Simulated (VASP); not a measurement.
```xyz
4
Lattice="4.9188 0.0000 0.0000 0.0000 4.9188 0.0000 0.0000 0.0000 4.9188" Properties=species:S:1:pos:R:3 pbc="T T T"
La     0.0000     0.0000     0.0000
Tl     0.0000     2.4594     2.4594
Tl     2.4594     0.0000     2.4594
Tl     2.4594     2.4594     0.0000
```

Level of theory: LDA (Ceperley-Alder, Perdew-Zunger), VASP's LDA PAW potentials (set 64) (plane waves; VASP). Run with 300 eV cut-off, 9×9×9 Γ-centred mesh, Fermi-Dirac smearing of 0.14 eV, potentials La Tl_d.

At this cut-off the stress carries a Pulay error, which pulls relaxed volumes low. Unless said otherwise, spin-orbit coupling is left out, though it shifts the bands of the heavy elements here.

Task: Predict the energy per atom (σ→0), pressure, band gap (on the k-mesh) with the smallest direct gap where there is one.

Result: 
```
Property                                                     Value
------------------------  ----------------------------------------
band gap (on the k-mesh)  none (metal, semimetal or under 0.01 eV)
energy per atom (σ→0)                               -3977 meV/atom
pressure                                                 -5.37 GPa
```

Total energies compare only between runs with the same potentials, cut-off and functional.

The structure comes from a computed database's LaTl3 entry (Pm-3m); how it stands against other phases isn't given here. The cell was not relaxed at this level.
